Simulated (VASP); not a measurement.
A convergence study with VASP on MgTe (zinc blende): one setting is varied, all else stays as given below, so the limit is that of these other settings. ε∞ is the independent-particle value.

```yaml
crystal:
  lattice:
    - [0.00000, 3.21000, 3.21000]
    - [3.21000, 0.00000, 3.21000]
    - [3.21000, 3.21000, 0.00000]
  atoms:
    - { symbol: Mg, position: [0.00000, 0.00000, 0.00000] }
    - { symbol: Te, position: [0.25000, 0.25000, 0.25000] }
```

All values below come from PBE GGA, VASP's PBE PAW potentials (set 64) (plane waves; VASP). The tightest run used: 550 eV cut-off, 6×6×6 Γ-centred mesh, Gaussian smearing of 0.050 eV, potentials Mg Te.

| setting | mean ε∞ | bands |
|---|---|---|
| NBANDS = 5 | 4.15 | 5 |
| NBANDS = 6 | 5.15 | 6 |
| NBANDS = 8 | 5.92 | 8 |
| NBANDS = 12 | 6.13 | 12 |

Question: These are the cheaper rows. Estimate the results at NBANDS = 132, and how far the last row shown lies from them.

Answer: 
```
quantity  tightest run  last row shown is off by
--------  ------------  ------------------------
mean ε∞           6.19                     -0.05
```

Left out are rungs that failed or repeat a setting and relaxations that didn't move; long series are thinned to 24 rows.

The compound is MgTe in the zinc blende structure, whereas wurtzite is the usual form. The cell was not relaxed at this level.
